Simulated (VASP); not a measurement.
# XPS shifts in Ru2Au3, part 2 of 3

Aim: how the core levels of Ru2Au3 differ from atom to atom, with and without the screening of the hole.

VASP 6.6.1, plane waves and PAW; the level of theory is named at each step.

So far. Step 2 (Relaxation): The forces on the free atoms are under 0.05 eV/Å.

## Step 3: Initial state

Level of this step: PBE; plane waves and PAW (Au, Ru_pv) (VASP).

The cell without a hole gives, with ICORELEVEL = 1, the Kohn-Sham core levels of the initial state.

INCAR

```
SYSTEM = Ru2Au3
PREC = Normal
ENCUT = 330
EDIFF = 1E-05
NELM = 120
ISMEAR = 0
SIGMA = 0.1
LREAL = Auto
ALGO = Fast
GGA = PE
NBANDS = 151
LORBIT = 11
LWAVE = .FALSE.
LCHARG = .FALSE.
KPAR = 2
NCORE = 4
ICORELEVEL = 1
ISIF = 0
LVHAR = .TRUE.
```

POSCAR

```
Ru2Au3
1.0
    5.8831284195      0.0000000000      0.0000000000
    0.0000000000      5.8831284195      0.0000000000
    0.0000000000      0.0000000000     22.3200000000
Au Ru
12 8
Direct
    0.0000000000      0.0000000000      0.6640575775
    0.5000000000      0.0000000000      0.6640575775
    0.0000000000      0.5000000000      0.6640575775
    0.5000000000      0.5000000000      0.6640575775
    0.0000000000      0.0000000000      0.5000000000
    0.5000000000      0.0000000000      0.5000000000
    0.0000000000      0.5000000000      0.5000000000
    0.5000000000      0.5000000000      0.5000000000
    0.0000000000      0.0000000000      0.3359424225
    0.5000000000      0.0000000000      0.3359424225
    0.0000000000      0.5000000000      0.3359424225
    0.5000000000      0.5000000000      0.3359424225
    0.2500000000      0.2500000000      0.5810740909
    0.7500000000      0.2500000000      0.5810740909
    0.2500000000      0.7500000000      0.5810740909
    0.7500000000      0.7500000000      0.5810740909
    0.2500000000      0.2500000000      0.4189259091
    0.7500000000      0.2500000000      0.4189259091
    0.2500000000      0.7500000000      0.4189259091
    0.7500000000      0.7500000000      0.4189259091
```

KPOINTS

```
Automatic mesh
0
Gamma
4 4 1
0 0 0
```

The projector-augmented-wave data sets are Au and Ru_pv (PBE family, release 64).

Run with:

```
$ mpirun -np 8 vasp_std
```

Log:

```text
[banner, memory and clock lines left out]
running    8 mpi-ranks, on    1 nodes
 distrk:  each k-point on    4 cores,    2 groups
 distr:  one band on    4 cores,    1 groups

 POSCAR found type information on POSCAR AuRu
 POSCAR found :  2 types and      20 ions
 LDA part: xc-table for (Slater+PW92), standard interpolation
 POSCAR, INCAR and KPOINTS ok, starting setup
 FFT: planning ... GRIDC
 FFT: planning ... GRID_SOFT
 FFT: planning ... GRID
 WAVECAR not read
 entering main loop
       N       E                     dE             d eps       ncg     rms          rms(c)
DAV:   1     0.148343249568E+04    0.14834E+04   -0.10813E+05  2132   0.103E+03
DAV:   2    -0.442026683096E+02   -0.15276E+04   -0.14558E+04  2042   0.304E+02
DAV:   3    -0.107284299770E+03   -0.63082E+02   -0.59318E+02  2008   0.561E+01
DAV:   4    -0.108973438345E+03   -0.16891E+01   -0.16829E+01  2133   0.835E+00
DAV:   5    -0.109049330515E+03   -0.75892E-01   -0.75854E-01  2561   0.151E+00    0.377E+01
RMM:   6    -0.101604004866E+03    0.74453E+01   -0.34403E+01  1849   0.141E+01    0.259E+01
RMM:   7    -0.102867317841E+03   -0.12633E+01   -0.17160E+01  1854   0.108E+01    0.163E+01
RMM:   8    -0.998792410028E+02    0.29881E+01   -0.85021E+00  1906   0.733E+00    0.787E+00
RMM:   9    -0.992737545335E+02    0.60549E+00   -0.83829E-01  1853   0.210E+00    0.319E+00
RMM:  10    -0.991947587406E+02    0.78996E-01   -0.10831E-01  1905   0.766E-01    0.936E-01
RMM:  11    -0.991907382755E+02    0.40205E-02   -0.34052E-02  1945   0.396E-01    0.226E-01
RMM:  12    -0.991908843431E+02   -0.14607E-03   -0.65653E-03  1966   0.215E-01    0.184E-01
RMM:  13    -0.991905672640E+02    0.31708E-03   -0.13395E-03  2051   0.860E-02    0.646E-02
RMM:  14    -0.991906456173E+02   -0.78353E-04   -0.37528E-04  2021   0.378E-02    0.291E-02
RMM:  15    -0.991908030643E+02   -0.15745E-03   -0.82368E-05  1724   0.183E-02    0.169E-02
RMM:  16    -0.991909141982E+02   -0.11113E-03   -0.30301E-05  1374   0.121E-02    0.919E-03
RMM:  17    -0.991909687305E+02   -0.54532E-04   -0.98636E-06  1188   0.674E-03    0.409E-03
RMM:  18    -0.991910505752E+02   -0.81845E-04   -0.15150E-05  1229   0.784E-03    0.217E-03
RMM:  19    -0.991910578159E+02   -0.72406E-05   -0.27965E-06   955   0.351E-03
   1 F= -.99191058E+02 E0= -.99123251E+02  d E =-.135614E+00
```

Elapsed: 41 s, on 8 MPI ranks of Intel Xeon Platinum 8259CL at 2.50GHz (Skylake/Cascade Lake), shared host; peak memory 1.7 GiB.

From OUTCAR (step 3):

```text
The static configuration has the point symmetry D_4h.

 Found      6 irreducible k-points:

   k-points           NKPTS =      6   k-points in BZ     NKDIM =      6   number of bands    NBANDS=    151

   NELECT =     244.0000    total number of electrons

 the core state eigenenergies are
   1-  1s -80744.6162  2s -14240.8884  2p -12307.1008  3s  -3358.2242  3p  -2797.5963
       3d  -2199.8917  4s   -725.7341  4p   -541.9629  4d   -321.6384  4f    -77.0409
       5s   -103.9972  5p    -55.3024
   2-  1s -80744.6162  2s -14240.8884  2p -12307.1008  3s  -3358.2242  3p  -2797.5963
       3d  -2199.8917  4s   -725.7341  4p   -541.9629  4d   -321.6384  4f    -77.0409
       5s   -103.9972  5p    -55.3024
   3-  1s -80744.6162  2s -14240.8884  2p -12307.1008  3s  -3358.2242  3p  -2797.5963
       3d  -2199.8917  4s   -725.7341  4p   -541.9629  4d   -321.6384  4f    -77.0409
       5s   -103.9972  5p    -55.3024
   4-  1s -80744.6162  2s -14240.8884  2p -12307.1008  3s  -3358.2242  3p  -2797.5963
       3d  -2199.8917  4s   -725.7341  4p   -541.9629  4d   -321.6384  4f    -77.0409
       5s   -103.9972  5p    -55.3024
   5-  1s -80745.6097  2s -14241.9276  2p -12308.1384  3s  -3359.2484  3p  -2798.6201
       3d  -2200.9209  4s   -726.7354  4p   -542.9624  4d   -322.6377  4f    -78.0368
       5s   -104.9455  5p    -56.2111
   6-  1s -80745.6097  2s -14241.9276  2p -12308.1384  3s  -3359.2484  3p  -2798.6201
       3d  -2200.9209  4s   -726.7354  4p   -542.9624  4d   -322.6377  4f    -78.0368
       5s   -104.9455  5p    -56.2111
   7-  1s -80745.6097  2s -14241.9276  2p -12308.1384  3s  -3359.2484  3p  -2798.6201
       3d  -2200.9209  4s   -726.7354  4p   -542.9624  4d   -322.6377  4f    -78.0368
       5s   -104.9455  5p    -56.2111
   8-  1s -80745.6097  2s -14241.9276  2p -12308.1384  3s  -3359.2484  3p  -2798.6201
       3d  -2200.9209  4s   -726.7354  4p   -542.9624  4d   -322.6377  4f    -78.0368
       5s   -104.9455  5p    -56.2111
   9-  1s -80744.6162  2s -14240.8884  2p -12307.1008  3s  -3358.2242  3p  -2797.5963
       3d  -2199.8917  4s   -725.7341  4p   -541.9629  4d   -321.6384  4f    -77.0409
       5s   -103.9972  5p    -55.3024
  10-  1s -80744.6162  2s -14240.8884  2p -12307.1008  3s  -3358.2242  3p  -2797.5963
       3d  -2199.8917  4s   -725.7341  4p   -541.9629  4d   -321.6384  4f    -77.0409
       5s   -103.9972  5p    -55.3024
  11-  1s -80744.6162  2s -14240.8884  2p -12307.1008  3s  -3358.2242  3p  -2797.5963
       3d  -2199.8917  4s   -725.7341  4p   -541.9629  4d   -321.6384  4f    -77.0409
       5s   -103.9972  5p    -55.3024
  12-  1s -80744.6162  2s -14240.8884  2p -12307.1008  3s  -3358.2242  3p  -2797.5963
       3d  -2199.8917  4s   -725.7341  4p   -541.9629  4d   -321.6384  4f    -77.0409
       5s   -103.9972  5p    -55.3024
  13-  1s -21928.6073  2s  -3148.8626  2p  -2819.4051  3s   -550.5533  3p   -442.3254
       3d   -268.3120  4s    -71.1981
  14-  1s -21928.6073  2s  -3148.8626  2p  -2819.4051  3s   -550.5533  3p   -442.3254
[...]
20-  1s -21928.6073  2s  -3148.8626  2p  -2819.4051  3s   -550.5533  3p   -442.3254
       3d   -268.3120  4s    -71.1981

 E-fermi :   1.2865

 k-point     1 :       0.0000    0.0000    0.0000
  band No.  band energies     occupation
    ...
    113       0.9723      1.99999
    114       1.0091      1.99991
    115       1.0091      1.99991
    116       1.2392      1.49638
    117       1.2392      1.49638
    118       1.3946      0.12622
    119       1.4062      0.09043
    120       1.4062      0.09043
    121       1.4234      0.05287
    122       1.4234      0.05287
    ...

 k-point     2 :       0.2500    0.0000    0.0000
  band No.  band energies     occupation
    ...
    117       0.8997      2.00000
    118       0.9468      2.00000
    119       1.1061      1.98929
    120       1.2137      1.69657
    121       1.2868      0.99624
    122       1.3431      0.42354
    123       1.3806      0.18337
    124       1.5484      0.00021
    125       1.5919      0.00002
    126       1.6456      0.00000
    ...

 POSITION                                       TOTAL-FORCE (eV/Angst)
 -----------------------------------------------------------------------------------
      0.00000      0.00000     14.82177        -0.000000     -0.000000     -0.025231
      2.94156      0.00000     14.82177         0.000000     -0.000000     -0.025231
      0.00000      2.94156     14.82177        -0.000000      0.000000     -0.025231
      2.94156      2.94156     14.82177        -0.000000     -0.000000     -0.025231
      0.00000      0.00000     11.16000        -0.000000     -0.000000     -0.000000
      2.94156      0.00000     11.16000        -0.000000     -0.000000     -0.000000
      0.00000      2.94156     11.16000         0.000000     -0.000000     -0.000000
      2.94156      2.94156     11.16000         0.000000     -0.000000     -0.000000
      0.00000      0.00000      7.49823        -0.000000      0.000000      0.025231
      2.94156      0.00000      7.49823         0.000000      0.000000      0.025231
      0.00000      2.94156      7.49823         0.000000      0.000000      0.025231
      2.94156      2.94156      7.49823         0.000000     -0.000000      0.025231
      1.47078      1.47078     12.96957        -0.000000      0.000000      0.195299
      4.41235      1.47078     12.96957        -0.000000      0.000000      0.195299
      1.47078      4.41235     12.96957        -0.000000     -0.000000      0.195299
      4.41235      4.41235     12.96957         0.000000      0.000000      0.195299
      1.47078      1.47078      9.35043         0.000000     -0.000000     -0.195299
      4.41235      1.47078      9.35043         0.000000      0.000000     -0.195299
      1.47078      4.41235      9.35043        -0.000000      0.000000     -0.195299
      4.41235      4.41235      9.35043         0.000000     -0.000000     -0.195299
 -----------------------------------------------------------------------------------
    total drift:                                0.000000      0.000000      0.000000

  FREE ENERGIE OF THE ION-ELECTRON SYSTEM (eV)
  ---------------------------------------------------
  free  energy   TOTEN  =       -99.1910578159 eV

  energy  without entropy=      -99.0554441629  energy(sigma->0) =      -99.12325099

 total charge
# of ion       s       p       d       tot
------------------------------------------
    1        0.600   0.286   8.719   9.606
    2        0.600   0.286   8.719   9.606
    3        0.600   0.286   8.719   9.606
    4        0.600   0.286   8.719   9.606
    5        0.656   0.500   8.609   9.765
    6        0.656   0.500   8.609   9.765
    7        0.656   0.500   8.609   9.765
    8        0.656   0.500   8.609   9.765
    9        0.600   0.286   8.719   9.606
   10        0.600   0.286   8.719   9.606
   11        0.600   0.286   8.719   9.606
   12        0.600   0.286   8.719   9.606
   13        0.291   6.183   5.934  12.408
   14        0.291   6.183   5.934  12.408
   15        0.291   6.183   5.934  12.408
   16        0.291   6.183   5.934  12.408
   17        0.291   6.183   5.934  12.408
   18        0.291   6.183   5.934  12.408
   19        0.291   6.183   5.934  12.408
   20        0.291   6.183   5.934  12.408
--------------------------------------------------
tot          9.748  53.753 151.668 215.168

[... 5 parts as in an earlier step ...]

[... 6 further parts left out ...]
```

These are scalar-relativistic Kohn-Sham levels of the ground state, with no core hole, so they are not binding energies.

This step gave:

- free energy (TOTEN): -99.1911 eV
- energy at zero smearing: -99.1233 eV
- Fermi energy: 1.286 eV

The two shallowest core shells; atoms whose shallowest level rounds to another's at 0.01 eV are left out. Core levels, by row:

```csv
atom,shell,level below the Fermi level (eV)
Au1,4f,78.33
Au1,5p,56.59
Au5,4f,79.32
Au5,5p,57.5
Ru13,3d,269.6
Ru13,4s,72.48
```

(Continued in part 3 of 3.)

[Lines on the potential files, build, host, timing and source positions are cut from VASP's logs without a mark.]

[Logs are printed without paths, hosts, clocks, repeated set-up lines and the standing remarks that a program may print on its own settings, such as how far it seeks lower states.]

[Hosts, paths, dates, database ids (printed as entryN), source tags and the programs' standing remarks are cut or masked in the printed files.]
